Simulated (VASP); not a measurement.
```yaml
crystal:
  lattice:
    - [1.35841, -2.45833, 0.00000]
    - [1.35841, 2.45833, 0.00000]
    - [0.00000, 0.00000, 4.34086]
  atoms:
    - { symbol: Re, position: [0.33333, 0.66667, 0.25000] }
    - { symbol: Re, position: [0.68582, 0.35249, 0.75000] }
```
Cell charge +0.5.

All values below come from PBE GGA, VASP's PBE PAW potentials (set 64) (plane waves; VASP). Run with NELECT = 13.5, 400 eV cut-off, 14×14×8 Γ-centred mesh, Gaussian smearing of 0.050 eV, potentials Re.

The cell is charged, with a uniform compensating background. Unless said otherwise, spin-orbit coupling is left out, though it shifts the bands of the heavy elements here.

### Question
What does the run give for the energy per atom (σ→0), pressure, largest force, band gap (on the k-mesh) with the smallest direct gap where there is one?

### Answer

```
Quantity                                                    Result
------------------------  ----------------------------------------
band gap (on the k-mesh)  none (metal, semimetal or under 0.01 eV)
energy per atom (σ→0)                              -14.357 eV/atom
pressure                                                -21.53 GPa
largest force                                           0.267 eV/Å
```

Only differences to runs with the same potentials and settings are physical.

The compound is Re in the hcp structure. The cell was not relaxed at this level, atoms are displaced from their ideal sites. The run is one of a series of settings (ISMEAR = 0, NELECT = 13.5, SIGMA = 0.05 against the base run), some of them coarse on purpose.
